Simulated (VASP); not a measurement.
BaZr2O3:

```
CELL_PARAMETERS angstrom
4.57612 0.00000 0.00000
0.00000 4.57612 0.00000
0.00000 0.00000 5.44505
ATOMIC_POSITIONS crystal
Ba 0.50000 0.50000 0.00000
Zr 0.00000 0.00000 0.00000
Zr 0.00000 0.00000 0.50000
O 0.50000 0.50000 0.50000
O 0.00000 0.50000 0.00000
O 0.50000 0.00000 0.00000
```

The cell was built by a generator and needn't be a form met in nature.

* Program: VASP 6.6.1
* Task: relaxation of cell and atoms
* Functional: PBE
* Potentials or basis: VASP PAW PBE potentials, release 64 (Ba_sv, Zr_sv, O)
* Cutoff: 520 eV
* k mesh: 3 × 3 × 3
* Occupations: gaussian, width 0.15 eV
* Spin: no spin polarisation

At the start: pressure 12.3 GPa; volume 19.00 Å³/atom.

Task: How do energy, volume and symmetry change on relaxing?

Result: Over 6 steps the energy falls by 94.1 meV/atom and the volume is 21.61 Å³/atom (+13.7 %); space group P4/mmm (No. 123, to 0.05 Å).

Step by step:
```tsv
step	energy change (eV)	largest force (eV/Å)	pressure (GPa)	volume (Å³)
1	0.0000	0.0000	12.30	114.02
2	-0.3397	0.0000	-5.70	139.83
3	-0.5497	0.0000	-0.07	129.31
4	-0.5498	0.0000	0.11	128.99
5	-0.5639	0.0000	0.25	129.53
6	-0.5648	0.0000	0.16	129.69
```

Final structure:
```yaml
crystal:
  lattice:
    - [4.75398, 0.00000, 0.00000]
    - [0.00000, 4.75398, 0.00000]
    - [0.00000, 0.00000, 5.73833]
  atoms:
    - { symbol: Ba, position: [0.50000, 0.50000, 0.00000] }
    - { symbol: Zr, position: [0.00000, 0.00000, 0.00000] }
    - { symbol: Zr, position: [0.00000, 0.00000, 0.50000] }
    - { symbol: O, position: [0.50000, 0.50000, 0.50000] }
    - { symbol: O, position: [0.00000, 0.50000, 0.00000] }
    - { symbol: O, position: [0.50000, 0.00000, 0.00000] }
```

Caveat: the k mesh is coarse (spacing up to 0.46 Å⁻¹), so the values aren't converged.
